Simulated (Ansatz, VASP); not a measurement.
# Ru (Ruthenium) in two plane-wave programs, part 2 of 2

Wanted: the spread between two codes on one cell, functional and k mesh. The cell is taken from a series of runs on this material, whose earlier steps may have relaxed, scaled, displaced or heated it; both programs get it as it stands.

VASP 6.6.1 and Ansatz 0.2.0.

So far: The structure; VASP: relaxation of cell and atoms, r2SCAN with rVV10.

## Step 3: Ansatz: relaxation of cell and atoms, r2SCAN with rVV10

Level of this step: Ansatz beside VASP: Kohn-Sham DFT, plane waves, r2SCAN with rVV10 (Ansatz).

Ansatz runs on its default PAW (the set named soft_2) files.

The same cell, functional, mesh and smearing now go to Ansatz, which takes its cutoff from its data sets.

Contents of input.yaml:

```yaml
crystal:
  lattice:
    - [2.7058, 0.0, 0.0]
    - [-1.3529, 2.3432915376, 0.0]
    - [0.0, 0.0, 4.2819]
  atoms:
    - { symbol: Ru, position: [0.3333333333, 0.6666666667, 0.25] }
    - { symbol: Ru, position: [0.6666666667, 0.3333333333, 0.75] }
kpoints:
  mp_grid: { grid: [15, 15, 8] }
hamiltonian:
  xc: r2scan
  dispersion: rvv10
scf:
  occupations: { method: gaussian, width: 0.1 }
output:
  forces: true
  stress: true
  eigenvalues: true
relax:
  adjacent_minimum: "off"
  f_tol: 0.005
  max_steps: 60
  cell: { stress_tol: 0.03 }
```

Command:

```
> ansatz run input.yaml --threads 4 --pin off --max-ram 8192MiB --backend cpu --events-out ev --progress --plain --runs-dir out
```

Numbers of over 12 decimals in the logs are rounded to 6 here.

Log:

```text
Engine: ansatz 0.2.0, aarch64-unknown-linux-gnu
Pseudopotentials: kind: paw
Pseudopotential: Ru, paw, valence charge 16, recommended cutoff 500 eV (meta_gga), Ru.paw.azcp
Functional definition: r2SCAN+rVV10
  parameter k0 = 0.174
  parameter k1 = 0.065
  parameter a1 = 4.9479
  exchange = r2scan_x(k0 = k0, k1 = k1, a1 = a1)
  correlation = r2scan_c + rvv10(11.95, 0.0093)
Crystal: 2 atoms, lattice volume = 27.149 Å³
Basis set: ecut = 500 eV, 687 PW (Γ), exchange–correlation on 96×96×144 points (64 copies of the dense FFT grid, shifted against one another)
Bands: 20, of which v1, the nominal top of the filled ones, is band 16 counted from 1 (15 counted from 0)
Symmetry: 24 space group operations
Space group: P63/mmc (ITA 194), of the structure as read, at distance tolerance 3.0e-5 Å
k-points: 135 of 1800
Non-local potential: Ru, projectors of the file, l = 0: 3, l = 1: 2, l = 2: 2, l = 3: 1
PAW form: soft (Blöchl's): semilocal exchange-correlation on the pseudo side does not see the compensation charge
rVV10 density: all electrons in the spheres
PAW frozen core: Ru, regenerated for the run's functional (the file was generated under x = pbe(κ = 0.804, μ = 0.219515), c = pbe(β = 0.066725))
PAW one-centre angular grid: Ru, 590 points (default); XC on 160 Gauss nodes
Initial density: superposition of atomic densities (neutral atoms: chi_scale 0, normalization atom), corrected by the library's trained network
Initial wavefunctions: pseudopotential atomic-orbital guess
Functional: x = r2scan, c = r2scan + rvv10(b = 11.95, C = 0.0093); τ floored in thin density (d = 2e-4 eV/Å³)
SCF iter   1: F=—  HF=-11778.371432 eV  |F-HF|=—  |Δ(HF+E_count)|=         —  Δρ=1.20e-2  dr2=1.51e-2  dr2_τ=1.51e-2  ethr=1.77e-3  ⟨swp⟩=4.9  Hψ=10920  notcnv=0
preconditioner: auto → none  [metal: Δε(μ)=0.043 eV  Ē_g=6.116 eV  σ=0.100 eV  W_gap=0.23  n_scr=8 (ndim 8)  ℏωp=28.5 eV  f_vac=0.000  D(μ)=1.40/eV (n_scr^D=10)  sad-step TF]
SCF iter   2: F=—  HF=-11778.391789 eV  |F-HF|=—  |Δ(HF+E_count)|=   2.04e-2  Δρ=6.20e-3  dr2=2.95e-3  dr2_τ=2.33e-4  ethr=4.73e-5  ⟨swp⟩=2.0  Hψ=6209  notcnv=0  defer=24
SCF iter   3: F=—  HF=-11778.394755 eV  |F-HF|=—  |Δ(HF+E_count)|=   2.97e-3  Δρ=1.14e-3  dr2=1.31e-4  dr2_τ=2.35e-5  ethr=9.21e-6  ⟨swp⟩=2.0  Hψ=3760  notcnv=0  defer=25
SCF iter   4: F=—  HF=-11778.395006 eV  |F-HF|=—  |Δ(HF+E_count)|=   2.51e-4  Δρ=2.67e-4  dr2=8.77e-6  dr2_τ=1.05e-6  ethr=4.09e-7  ⟨swp⟩=2.0  Hψ=4622  notcnv=0  defer=25
SCF iter   5: F=—  HF=-11778.395033 eV  |F-HF|=—  |Δ(HF+E_count)|=   2.67e-5  Δρ=6.91e-5  dr2=5.98e-7  dr2_τ=2.58e-7  ethr=2.74e-8  ⟨swp⟩=2.0  Hψ=4680  notcnv=0  defer=25
SCF iter   6: F=-11778.395033 eV  HF=-11778.395033 eV  |F-HF|=1.48e-9  |Δ(HF+E_count)|=   3.55e-7  Δρ=1.59e-5  dr2=3.35e-8  dr2_τ=4.28e-9  ethr=3.13e-10  ⟨swp⟩=6.7  Hψ=12837  notcnv=0
SCF 1 converged in 6 iterations: F = -11778.395033 eV  dr2 = 3.35e-8
  greatest PAW one-centre occupation: 0.996 electrons in one spin orbital (limit 2), on the Ru atom at site 1 (counted from 0), in its partial waves of l = 1
relax step   1: F+E_penalty+E_count = -11778.39503314 eV  Δ(F+E_penalty+E_count) = +0.000e0 eV  max|allowed force component| = 4.163e-17 eV/Å  Δτ_max = 0.0000 Å  P = -4.764 GPa  Ω = 27.149 Å³  (6 SCF iters, dr2 threshold 1.00e-7 eV, accepted)
[...]
relax step   2: F+E_penalty+E_count = -11778.39363640 eV  Δ(F+E_penalty+E_count) = +1.397e-3 eV  max|allowed force component| = 4.395e-17 eV/Å  Δτ_max = 0.0000 Å  P = +5.888 GPa  Ω = 26.341 Å³  energy of the carried Pulay correction = +5.217e-4 eV  (7 SCF iters, dr2 threshold 2.00e-7 eV, rejected (line search))
[...]
relax step   3: F+E_penalty+E_count = -11778.40111242 eV  Δ(F+E_penalty+E_count) = -6.079e-3 eV  max|allowed force component| = 3.701e-17 eV/Å  Δτ_max = 0.0000 Å  P = -0.267 GPa  Ω = 26.792 Å³  energy of the carried Pulay correction = +2.288e-4 eV  (10 SCF iters, accepted)
[...]
relax step   4: F+E_penalty+E_count = -11778.40114519 eV  Δ(F+E_penalty+E_count) = -3.277e-5 eV  max|allowed force component| = 5.551e-17 eV/Å  Δτ_max = 0.0000 Å  P = +0.009 GPa  Ω = 26.771 Å³  energy of the carried Pulay correction = +2.422e-4 eV  (3 SCF iters, dr2 threshold 2.00e-7 eV, accepted)
[...]
relax step   5: F+E_penalty+E_count = -11778.40091997 eV  Δ(F+E_penalty+E_count) = +2.252e-4 eV  max|allowed force component| = 5.551e-17 eV/Å  Δτ_max = 0.0000 Å  P = -0.000 GPa  Ω = 26.771 Å³  stress off target by 5.42e-3 GPa  SCF on the basis re-selected at this cell (its energy is not comparable with the rows above)  (5 SCF iters)
basis re-selected at this cell: Δ(F+E_penalty+E_count) = +2.252e-4 eV, ΔP = -0.009 GPa vs the last step (what re-selecting the basis moved, of the pressure what is left beyond the Pulay correction that the steps carried, after the strain that the cell walked since its last selection, with what the two solves' SCF thresholds leave and, on support functions, any second-order correction that the steps lacked; it is no m [...]
SCF converged after 5 iterations
Free energy (F): -11778.400920 eV
Harris-Foulkes:  -11778.400920 eV  (|F-HF|=1.82e-12)
Internal energy: -11778.393874 eV  (E = F + TS)
E sigma→0 (E₀):  -11778.397397 eV
Entropy (-TS):   -0.007046 eV (-3.523 meV/atom)
Fermi energy:    23.783303 eV
--- Per-component energies (eV) ---
  E_band       = -126.774589
  E_kinetic    = 1029.054720
  E_local      = -2482.398223  (includes V_loc(G=0)·N_el)
  E_nonlocal   = 685.118007
  E_hartree    = 797.207149
  E_xc         = -365.919450
  E_vxc        = -534.142923  (∫ρ·V_xc dr)
  E_paw        = -6957.542245  (= ΣΔE_a)
  E_vpaw       = -456.426020  (= ΣTr[D̂ρ^β])
  E_aug_tail   = 0.000097  (compensation charges beyond the density's cutoff)
  E_vtau       = 37.605495  (kinetic-family band-sum trace: ∫τ·v_τ [+ j·A + Jᵃ·Aᵃ] dr)
  E_ewald      = -4483.292017
  E_core_change = -0.621911  (= ΣΔE_core)
  E_smearing   = -0.007046  (= −TS)
  E_closure    = 0.000000  (closes the sum)
  Σ components = -11778.400920   (vs F -11778.400920, Δ=0.00e0)
--- Forces (eV/Å), atoms counted from 1 ---
  atom   1  Ru     0.00000000    -0.00000000     0.00000000
  atom   2  Ru    -0.00000000     0.00000000    -0.00000000
  max |Σ_I F_I| component: 4.63e-18 eV/Å
--- Stress (GPa, compression-positive) ---
        0.002204       0.000000      -0.000000
       -0.000000       0.002204      -0.000000
       -0.000000      -0.000000      -0.005417
  P = ⅓ Tr σ = -0.0003 GPa (-0.003 kbar)
--- Band table (eV; the first three rows and the last of 135) ---
  k-point 0: bands = [... 12 lower, 21.2396, 21.7514, 21.7514, 22.2807, 22.2807, 25.0505, 25.0505, 25.1655]
  k-point 1: bands = [... 12 lower, 21.1460, 21.6412, 21.6412, 22.5384, 22.5384, 24.5656, 25.0608, 25.0608]
  k-point 2: bands = [... 12 lower, 20.9164, 21.3745, 21.3745, 23.1084, 23.1084, 23.2267, 25.0197, 25.0197]
  k-point 134: bands = [... 12 lower, 20.8848, 20.8848, 22.5175, 22.5175, 25.0978, 25.0978, 32.7291, 32.7291]
--- Relaxed structure (4 steps of the walk, 3 accepted, 1 SCFs on fresh bases) ---
  F+E_penalty+E_count = -11778.40091997 eV   max|allowed force component| = 5.551e-17 eV/Å   (the final SCF, on the basis selected at the relaxed cell)
  cell:  # Å, volume = 26.7709 Å³
    - [2.695214, 0, 0]
    - [-1.347607, 2.334124, -4.375244986432836e-19]
    - [0, -7.994891462269633e-19, 4.255445]
  atoms:
    - { symbol: Ru, position: [0.333333, 0.666667, 0.250000] }
    - { symbol: Ru, position: [0.666667, 0.333333, 0.750000] }
```

The column dr2 measures how far the density is from self-consistency, as an energy; F and HF (Harris–Foulkes) agree once it is small.

## Step 4: Comparison

Known differences besides the potentials themselves: VASP keeps PBE cores, Ansatz makes them for the functional; the data sets hold 32 valence electrons in Ansatz (on its default PAW (the set named soft_2) files) and 28 in VASP; the cutoff is 500 eV in Ansatz and 550 eV in VASP; Ansatz adds a Pulay correction to the stress that steers its cell, VASP none. Total energies have different zeros and are not compared.

The two programs side by side:

| quantity | Ansatz | VASP | difference |
| --- | --- | --- | --- |
| volume (Å³) | 26.77 | 26.93 | -0.58 % |
| edge a after relaxation, in the typed setting (Å) | 2.695 | 2.700 | -0.19 % |
| edge c after relaxation, in the typed setting (Å) | 4.255 | 4.264 | -0.20 % |

## Step 5: Outcome

| Property | Result |
| --- | --- |
| difference in volume (relaxation of cell and atoms, r2SCAN with rVV10) | -0.58 % |

The difference in volume is -0.58 % (relaxation of cell and atoms, r2SCAN with rVV10), within the 1.2 % picked in this series as the mark of a large difference, as far as the stopping tolerances let one tell. The data sets hold unlike numbers of valence electrons (32 in Ansatz and 28 in VASP), so part of the differences comes from the potentials. Such differences can come from data sets, numerical settings and the points named under the comparisons, not from the functional's error against experiment.

[Lines on the potential files, build, host, timing and source positions are cut from VASP's logs without a mark.]

[Logs are printed without paths, hosts, clocks, repeated set-up lines and the standing remarks that a program may print on its own settings, such as how far it seeks lower states.]

[Hosts, paths, dates, database ids (printed as entryN), source tags and the programs' standing remarks are cut or masked in the printed files.]
